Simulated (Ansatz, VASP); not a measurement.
Be3Ag: VASP beside Ansatz

INCAR

```
ALGO = Fast
EDIFF = 1E-6
ENCUT = 520
GGA = PE
ISIF = 2
ISMEAR = 0
LASPH = True
LCHARG = False
LREAL = False
LWAVE = False
NBANDS = 16
NELM = 80
PREC = Accurate
SIGMA = 0.1
```

File KPOINTS:

```
k-points
0
Gamma
  6 6 6
```

The input POSCAR:

```
Be3Ag
1.0
    3.4576985809      0.0000000000      0.0000000000
    0.0000000000      3.4576985809      0.0000000000
    0.0000000000      0.0000000000      3.4576985809
Be Ag
3 1
Direct
    0.0000000000      0.5000000000      0.5000000000
    0.5000000000      0.0000000000      0.5000000000
    0.5000000000      0.5000000000      0.0000000000
    0.0000000000      0.0000000000      0.0000000000
```

Input for Ansatz:

```yaml
crystal:
  lattice:
    - [3.4576985809, 0.0, 0.0]
    - [0.0, 3.4576985809, 0.0]
    - [0.0, 0.0, 3.4576985809]
  atoms:
    - { symbol: Be, position: [0.0, 0.5, 0.5] }
    - { symbol: Be, position: [0.5, 0.0, 0.5] }
    - { symbol: Be, position: [0.5, 0.5, 0.0] }
    - { symbol: Ag, position: [0.0, 0.0, 0.0] }
basis:
  ecutwfc: 420
kpoints:
  mp_grid: { grid: [6, 6, 6] }
hamiltonian:
  xc: pbe
scf:
  occupations: { method: gaussian, width: 0.1 }
  lower_state_search: "off"
output:
  forces: true
  stress: true
  eigenvalues: true
```

Alike in both runs: task single point; functional PBE; k mesh 6 × 6 × 6; occupations gaussian, width 0.1 eV; no spin polarisation.

|  | VASP | Ansatz |
| --- | --- | --- |
| version | VASP 6.6.1 | Ansatz 0.2.0 |
| potentials or method | VASP PAW PBE potentials, release 64 (Be, Ag) | scalar-relativistic, plane waves, PAW |
| plane-wave cutoff (eV) | 520 | 420 |
| valence electrons in the cell | 17 | 25 |

VASP gave:

```
gap on the k mesh at the Fermi level (eV) : none
pressure (GPa)                            : 3.3
```

Q: Estimate Ansatz's values.

A: gap on the k mesh at the Fermi level (eV): none; pressure (GPa): 3.4.

A gap of «none» marks a metal or a gap that the smearing closes. With one functional, cell and mesh, what is left measures potentials, basis and numerics. The two sets of potentials don't hold the same shells in valence.
